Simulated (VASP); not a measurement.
Calculation: PBEsol GGA, VASP's PBE PAW potentials (set 64) (plane waves; VASP).

VASP ran on this input.

POSCAR:
```
FeO
1
    2.5740000000     0.0000000000     0.0000000000
    0.0000000000     2.5740000000     0.0000000000
    0.0000000000     0.0000000000     2.5740000000
Fe O
1 1
Direct
  0.0000000000   0.0000000000   0.0000000000
  0.5000000000   0.5000000000   0.5000000000
```

KPOINTS:
```
Automatic mesh
0
Gamma
13 13 13
0 0 0
```

INCAR:
```
! general
SYSTEM =FeO
PREC   =Accurate
ENCUT  =520
LREAL  =F
LASPH  =T

! electronic loop
EDIFF  =1E-6
NELM   =100
ALGO   =Normal
LMAXMIX=4

! smearing
ISMEAR =1
SIGMA  =0.1

! functional
GGA    =PS

! spin
ISPIN  =2
MAGMOM =4.0 0.0

! ions
IBRION =2
NSW    =60
ISIF   =3
EDIFFG =-0.01

! output
LWAVE  =F
LCHARG =F
LORBIT =10
```

POTCAR, in this order: Fe O (PBE.64 set). Program: vasp_std.

The resulting files:

OUTCAR:
```
 ion  position               nearest neighbor table
   1  0.000  0.000  0.000-   2 2.23   2 2.23   2 2.23   2 2.23   2 2.23   2 2.23   2 2.23   2 2.23
  LATTYP: Found a simple cubic cell.
 ALAT       =     2.5740000000
 Subroutine PRICEL returns:
 Original cell was already a primitive cell.
 Subroutine GETGRP returns: Found 48 space group operations
The static configuration has the point symmetry O_h .
The dynamic configuration has the point symmetry O_h .
The overall configuration has the point symmetry O_h .
 Subroutine INISYM returns: Found 48 space group operations
 Subroutine IBZKPT returns following result:
 Found     84 irreducible k-points:

 Following reciprocal coordinates:
            Coordinates               Weight
  0.000000  0.000000  0.000000      1.000000
  0.076923  0.000000  0.000000      6.000000
  0.153846  0.000000  0.000000      6.000000
  0.230769  0.000000  0.000000      6.000000
  0.307692  0.000000  0.000000      6.000000
  0.384615  0.000000  0.000000      6.000000
  0.461538  0.000000  0.000000      6.000000
  0.076923  0.076923  0.000000     12.000000
  0.153846  0.076923  0.000000     24.000000
  0.230769  0.076923  0.000000     24.000000
  0.307692  0.076923  0.000000     24.000000
  0.384615  0.076923  0.000000     24.000000
  0.461538  0.076923  0.000000     24.000000
  0.153846  0.153846  0.000000     12.000000
  0.230769  0.153846  0.000000     24.000000
  0.307692  0.153846  0.000000     24.000000
  0.384615  0.153846  0.000000     24.000000
  0.461538  0.153846  0.000000     24.000000
  0.230769  0.230769  0.000000     12.000000
  0.307692  0.230769  0.000000     24.000000
  0.384615  0.230769  0.000000     24.000000
  0.461538  0.230769  0.000000     24.000000
  0.307692  0.307692  0.000000     12.000000
  0.384615  0.307692  0.000000     24.000000
  0.461538  0.307692  0.000000     24.000000
  0.384615  0.384615  0.000000     12.000000
  0.461538  0.384615  0.000000     24.000000
  0.461538  0.461538  0.000000     12.000000
  0.076923  0.076923  0.076923      8.000000
  0.153846  0.076923  0.076923     24.000000
  0.230769  0.076923  0.076923     24.000000
  0.307692  0.076923  0.076923     24.000000
  0.384615  0.076923  0.076923     24.000000
  0.461538  0.076923  0.076923     24.000000
  0.153846  0.153846  0.076923     24.000000
  0.230769  0.153846  0.076923     48.000000
  0.307692  0.153846  0.076923     48.000000
  0.384615  0.153846  0.076923     48.000000
  0.461538  0.153846  0.076923     48.000000
  0.230769  0.230769  0.076923     24.000000
   k-points           NKPTS =     84   k-points in BZ     NKDIM =     84   number of bands    NBANDS=     13
   number of dos      NEDOS =    301   number of ions     NIONS =      2
   total plane-waves  NPLWV =   8000
   dimension x,y,z NGX =    20 NGY =   20 NGZ =   20
   dimension x,y,z NGXF=    40 NGYF=   40 NGZF=   40
   ions per type =               1   1
   PREC   = accura    normal or accurate (medium, high low for compatibility)
   ISTART =      0    job   : 0-new  1-cont  2-samecut
   ICHARG =      2    charge: 1-file 2-atom 10-const
   ISPIN  =      2    spin polarized calculation?
   LNONCOLLINEAR =      F non collinear calculations
   LSORBIT =      F    spin-orbit coupling
   INIWAV =      1    electr: 0-lowe 1-rand  2-diag
   ENCUT  =  520.0 eV  38.22 Ry    6.18 a.u.   4.79  4.79  4.79*2*pi/ulx,y,z
   NELM   =    100;   NELMIN=  2; NELMDL= -5     # of ELM steps
   EDIFF  = 0.1E-05   stopping-criterion for ELM
   LREAL  =      F    real-space projection
   NLSPLINE    = F    spline interpolate recip. space projectors
   LMAXMIX     =    4 max onsite mixed and CHGCAR
...
```

OSZICAR:
```
       N       E                     dE             d eps       ncg     rms          rms(c)
DAV:   1     0.734159699875E+02    0.73416E+02   -0.77454E+03  4640   0.138E+03
DAV:   2    -0.127091864796E+02   -0.86125E+02   -0.74604E+02  4513   0.256E+02
DAV:   3    -0.178092492695E+02   -0.51001E+01   -0.49165E+01  5053   0.709E+01
DAV:   4    -0.178569896493E+02   -0.47740E-01   -0.47720E-01  5108   0.667E+00
DAV:   5    -0.178573770208E+02   -0.38737E-03   -0.38736E-03  5121   0.621E-01    0.153E+01
DAV:   6    -0.159132871626E+02    0.19441E+01   -0.19068E+01  5631   0.747E+01    0.175E+01
DAV:   7    -0.153695790762E+02    0.54371E+00   -0.32295E+00  5544   0.458E+01    0.887E+00
DAV:   8    -0.153326856272E+02    0.36893E-01   -0.27599E-01  6195   0.911E+00    0.535E+00
DAV:   9    -0.153145289315E+02    0.18157E-01   -0.22038E-01  6389   0.100E+01    0.218E+00
DAV:  10    -0.153113297324E+02    0.31992E-02   -0.44111E-02  6177   0.516E+00    0.766E-01
DAV:  11    -0.153085891626E+02    0.27406E-02   -0.20979E-02  6305   0.298E+00    0.708E-02
DAV:  12    -0.153087259287E+02   -0.13677E-03   -0.15171E-03  4588   0.399E-01    0.483E-02
DAV:  13    -0.153087169121E+02    0.90166E-05   -0.26681E-05  6383   0.611E-02    0.284E-02
DAV:  14    -0.153087158431E+02    0.10690E-05   -0.46091E-05  6355   0.101E-01    0.196E-02
DAV:  15    -0.153087139239E+02    0.19192E-05   -0.61294E-06  4609   0.368E-02    0.597E-03
DAV:  16    -0.153087138011E+02    0.12280E-06   -0.14515E-06  3214   0.128E-02
   1 F= -.15308714E+02 E0= -.15308607E+02  d E =-.153087E+02  mag=     3.9669
       N       E                     dE             d eps       ncg     rms          rms(c)
DAV:   1    -0.158037018222E+02   -0.49499E+00   -0.10683E+01  4424   0.536E+01    0.581E+00
DAV:   2    -0.153360783465E+02    0.46762E+00   -0.94535E-01  5158   0.139E+01    0.396E+00
DAV:   3    -0.153257318689E+02    0.10346E-01   -0.78140E-02  5396   0.566E+00    0.206E+00
DAV:   4    -0.153200042319E+02    0.57276E-02   -0.54936E-03  5434   0.126E+00    0.818E-01
DAV:   5    -0.153170568342E+02    0.29474E-02   -0.17003E-03  4793   0.512E-01    0.195E-01
DAV:   6    -0.153171349239E+02   -0.78090E-04   -0.11283E-04  5883   0.143E-01    0.474E-02
DAV:   7    -0.153171506201E+02   -0.15696E-04   -0.67327E-06  5197   0.574E-02    0.279E-02
DAV:   8    -0.153171542439E+02   -0.36239E-05   -0.27045E-06  4694   0.274E-02    0.811E-03
DAV:   9    -0.153171543886E+02   -0.14462E-06   -0.10296E-06  2743   0.169E-02
   2 F= -.15317154E+02 E0= -.15317297E+02  d E =-.844059E-02  mag=     4.0004
       N       E                     dE             d eps       ncg     rms          rms(c)
DAV:   1    -0.154291707715E+02   -0.11202E+00   -0.20663E+00  4528   0.231E+01    0.261E+00
DAV:   2    -0.153354615690E+02    0.93709E-01   -0.17700E-01  5198   0.618E+00    0.176E+00
DAV:   3    -0.153333980178E+02    0.20636E-02   -0.14899E-02  5188   0.235E+00    0.925E-01
DAV:   4    -0.153323975735E+02    0.10004E-02   -0.82983E-04  5008   0.439E-01    0.349E-01
DAV:   5    -0.153318001511E+02    0.59742E-03   -0.46106E-04  4883   0.302E-01    0.778E-02
DAV:   6    -0.153318220900E+02   -0.21939E-04   -0.26761E-05  5819   0.105E-01    0.222E-02
DAV:   7    -0.153318236067E+02   -0.15166E-05   -0.29031E-06  4752   0.327E-02    0.138E-02
DAV:   8    -0.153318243804E+02   -0.77371E-06   -0.33046E-07  2709   0.960E-03
   3 F= -.15331824E+02 E0= -.15332175E+02  d E =-.231106E-01  mag=     4.0059
```

**OUTCAR**
```
------------------------ aborting loop because EDIFF is reached ----------------------------------------
  FORCE on cell =-STRESS in cart. coord.  units (eV):
  Direction    XX          YY          ZZ          XY          YZ          ZX
  --------------------------------------------------------------------------------------
  Total        0.0024521      0.0024521      0.0024521      0.0000000     -0.0000000      0.0000000
  in kB        0.2206868      0.2206868      0.2206868      0.0000000     -0.0000000      0.0000000
  external PRESSURE =       0.2206868 kB  Pullay stress =       0.0000000 kB
  volume of cell :       17.80
      direct lattice vectors                 reciprocal lattice vectors
     2.611110216 -0.000000000  0.000000000     0.382978855  0.000000000 -0.000000000
    -0.000000000  2.611110216 -0.000000000     0.000000000  0.382978855  0.000000000
     0.000000000 -0.000000000  2.611110216     0.000000000  0.000000000  0.382978855
 POSITION                                       TOTAL-FORCE (eV/Angst)
 -----------------------------------------------------------------------------------
      0.00000      0.00000      0.00000         0.000000      0.000000      0.000000
      1.30556      1.30556      1.30556        -0.000000     -0.000000      0.000000
 -----------------------------------------------------------------------------------
    total drift:                                0.000000      0.000000      0.000000
  FREE ENERGIE OF THE ION-ELECTRON SYSTEM (eV)
  ---------------------------------------------------
  free  energy   TOTEN  =       -15.3318243804 eV

  energy  without entropy=      -15.3328757372  energy(sigma->0) =      -15.33217483

 total charge

# of ion       s       p       d       tot
------------------------------------------
    1        0.310   0.386   6.132   6.827
    2        1.566   3.384   0.000   4.950
--------------------------------------------------
tot          1.876   3.770   6.132  11.777

 magnetization (x)

# of ion       s       p       d       tot
------------------------------------------
    1        0.008   0.018   3.492   3.518
    2        0.030   0.356   0.000   0.385
--------------------------------------------------
tot          0.037   0.374   3.492   3.903

 reached required accuracy - stopping structural energy minimisation
```
(Selected blocks of OUTCAR.)

File CONTCAR:
```
FeO
   1.00000000000000
     2.6111102158889214   -0.0000000000000000    0.0000000000000000
    -0.0000000000000000    2.6111102158889214   -0.0000000000000000
     0.0000000000000000   -0.0000000000000000    2.6111102158889214
  Fe              O
     1     1
Direct
     0.0000000000000000    0.0000000000000000    0.0000000000000000
     0.5000000000000000    0.5000000000000000    0.5000000000000000
```

Energy and stress use the plane-wave basis of the starting cell. The moments were started parallel, and other spin orders were not tried in this run.

The structure was generated: FeO was put into the CsCl type type (Pm-3m), which need not be its known phase. This run relaxes it. Symmetry was kept, so distortions that lower it aren't found.
